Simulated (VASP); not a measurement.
**LiTb3: electrostatic potential with PBE+D4+U**

Crystal: LiTb3.

```
Tb Li
1.0
     7.02532    0.00000    0.00000
    -3.51266    6.08411    0.00000
     0.00000    0.00000    5.54800
Tb Li
6 2
Cartesian
  1.7807 1.0281 4.1610
  1.7320 5.0560 1.3870
  0.0000 2.0562 1.3870
  3.5127 4.0279 4.1610
  5.2446 1.0281 4.1610
  -1.7320 5.0560 1.3870
  3.5127 2.0280 1.3870
  0.0000 4.0561 4.1610
```

The cell comes from a database or a generator and needn't be the stable form of this composition.

- Program: VASP 6.6.1
- Task: electrostatic potential
- Functional: PBE
- Dispersion: D4
- Potentials or basis: VASP PAW PBE potentials, release 64 (Tb_3, Li_sv), 4f in core
- Cutoff: 600 eV
- k mesh: 5 × 5 × 5
- Occupations: methfessel-paxton, width 0.2 eV
- Spin: collinear spin, zero start
- Starting moments: [0.0, 0.0, 0.0, 0.0, 0.0, 0.0, 0.0, 0.0] μB
- Fixed moment: 4 μB
- Hubbard terms: Tb f U = 6 eV
- Further INCAR settings: ALGO = Fast; EDIFF = 1e-06

```
Pressure                                              : -0.7 GPa
Largest force                                         : 0.029 eV/Å
Net moment                                            : 4.00 μB per cell
Site moments                                          : Tb +0.43; Li +0.01 μB
Valence electrons inside the program's atomic spheres : Tb 7.76; Li 2.08
Dispersion energy per atom                            : -0.158 eV
```

Forces in eV/Å, atoms in the order of the input:
```
Tb   0.025  0.015  0.000
Tb  -0.025 -0.015  0.000
Tb   0.000  0.029  0.000
Tb   0.000 -0.029  0.000
Tb  -0.025  0.015  0.000
Tb   0.025 -0.015  0.000
Li   0.000  0.000  0.000
Li   0.000  0.000  0.000
```

Stress tensor (GPa, compression positive):
```
-0.89  0.00  0.00
 0.00 -0.89  0.00
 0.00  0.00 -0.26
```

Eigenvalues of the final occupation matrices:
```tsv
site	spin	trace	eigenvalues
site 1 f	1	0.00	0.00 0.00 0.00 0.00 0.00 0.00 0.00
site 1 f	2	0.00	0.00 0.00 0.00 0.00 0.00 0.00 0.00
site 2 f	1	0.00	0.00 0.00 0.00 0.00 0.00 0.00 0.00
site 2 f	2	0.00	0.00 0.00 0.00 0.00 0.00 0.00 0.00
site 3 f	1	0.00	0.00 0.00 0.00 0.00 0.00 0.00 0.00
site 3 f	2	0.00	0.00 0.00 0.00 0.00 0.00 0.00 0.00
site 4 f	1	0.00	0.00 0.00 0.00 0.00 0.00 0.00 0.00
site 4 f	2	0.00	0.00 0.00 0.00 0.00 0.00 0.00 0.00
site 5 f	1	0.00	0.00 0.00 0.00 0.00 0.00 0.00 0.00
site 5 f	2	0.00	0.00 0.00 0.00 0.00 0.00 0.00 0.00
site 6 f	1	0.00	0.00 0.00 0.00 0.00 0.00 0.00 0.00
site 6 f	2	0.00	0.00 0.00 0.00 0.00 0.00 0.00 0.00
```

Run time: 17 min on 1 thread of Intel(R) Xeon(R) Platinum 8559C (Emerald Rapids), with other jobs on the host, peak memory 0.63 GiB.

Caveat: the cutoff is under 1.25 times the usual one of these potentials, so pressure, stress and relaxed cells hold a basis-set (Pulay) error; the magnetic or orbital state may not be the lowest; the moment is held away from its start; U is put on an f shell that these potentials keep in the core, so it has next to no effect; spin-orbit coupling is left out, which moves the levels of the heavy elements; the 4f electrons are frozen in the core as for a trivalent ion, so they carry no moment and show no levels; the total moment is fixed, so each spin has its own Fermi level.
